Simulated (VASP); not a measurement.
Re3P, 4 atoms in the cell. It takes space group Pm-3m (No. 221, cubic). Conventional cell: a = 3.853 Å, b = 3.853 Å, c = 3.853 Å, α = 90.00°, β = 90.00°, γ = 90.00°. Around Re (site symmetry 4/mmm) lie 8 Re at 2.72 Å and 4 P at 2.72 Å. P (site symmetry m-3m) is surrounded by 12 Re at 2.72 Å. The cell was built by a generator and needn't be a form met in nature.

| Item | Value |
| --- | --- |
| Program | VASP 6.6.1 |
| Task | single point |
| Functional | PBE |
| Potentials or basis | VASP PAW PBE potentials, release 64 (Re, P) |
| Cutoff | 520 eV |
| k mesh | 7 × 7 × 7 |
| Occupations | fermi-dirac, width 0.05 eV |
| Spin | no spin polarisation |
| Further INCAR settings | ALGO = Normal; EDIFF = 1e-07; NBANDS = 21 |

Potentials or basis: VASP PAW PBE potentials, release 64 (Re, P).

The run is started by

```sh
$ cat potpaw_PBE.64/Re/POTCAR potpaw_PBE.64/P/POTCAR > POTCAR
$ mpirun -np 1 vasp_std > vasp.out
```

Hardware: 1 thread of AMD EPYC 9R45 96-Core Processor (Zen 5), on a shared host.

Question: Estimate the wall time of this run.

Answer: Wall time 14 s on 1 thread of AMD EPYC 9R45 96-Core Processor (Zen 5), on a shared host, peak memory 0.15 GiB. Counts: scf iterations 15, k points 20.
